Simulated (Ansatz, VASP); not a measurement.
Two plane-wave programs on MoPd

INCAR

```
SYSTEM = MoPd
PREC = Accurate
ENCUT = 520
EDIFF = 1E-7
ISMEAR = 1
SIGMA = 0.1
LREAL = .FALSE.
LASPH = .TRUE.
NELM = 100
ALGO = Normal
ISIF = 2
LWAVE = .FALSE.
LCHARG = .FALSE.
NBANDS = 19
```

Contents of KPOINTS:

```
Automatic mesh
0
G
  9 9 5
  0 0 0
```

The input POSCAR:

```
MoPd
1.0
    2.8185130922      0.0000000000      0.0000000000
   -1.4092565461      2.4409040280      0.0000000000
    0.0000000000      0.0000000000      4.6066054167
Mo Pd
1 1
Direct
    0.6666666667      0.3333333333      0.5000000000
    0.3333333333      0.6666666667      0.0000000000
```

Input for Ansatz:

```yaml
crystal:
  lattice:
    - [2.8185130922120347, 0.0, 0.0]
    - [-1.4092565461060174, 2.4409040280024223, 0.0]
    - [0.0, 0.0, 4.606605416736113]
  atoms:
    - { symbol: Mo, position: [0.6666666666666666, 0.3333333333333333, 0.5] }
    - { symbol: Pd, position: [0.3333333333333333, 0.6666666666666666, 0.0] }
basis:
  ecutwfc: 500.0
kpoints:
  mp_grid:
    grid: [9, 9, 5]
hamiltonian:
  xc: lda
scf:
  occupations:
    method: cold
    width: 0.1
output:
  stress: true
```

The cell comes from a database or a generator and needn't be the stable form of this composition.

Alike in both runs: task single point; functional LDA; k mesh 9 × 9 × 5; no spin polarisation.

```csv
,VASP,Ansatz
version,VASP 6.6.1,Ansatz 0.2.0
potentials or method,"VASP PAW LDA potentials, release 64 (Mo_sv, Pd)","plane waves, PAW"
plane-wave cutoff (eV),520,500
occupations,"methfessel-paxton of order 1, width 0.1 eV","cold, width 0.1 eV"
valence electrons in the cell,24,32
```

VASP gave:

| Item | Value |
| --- | --- |
| pressure (GPa) | -19.5 |
| largest component of the traceless stress (GPa) | 0.54 |

Estimate Ansatz's values.

pressure (GPa): -20.1; largest component of the traceless stress (GPa): 0.18.

The two sets of potentials don't hold the same shells in valence.

Caveats: so large a pressure means that the cell lies far from this level's equilibrium, or that cutoff or potentials fall short (VASP).
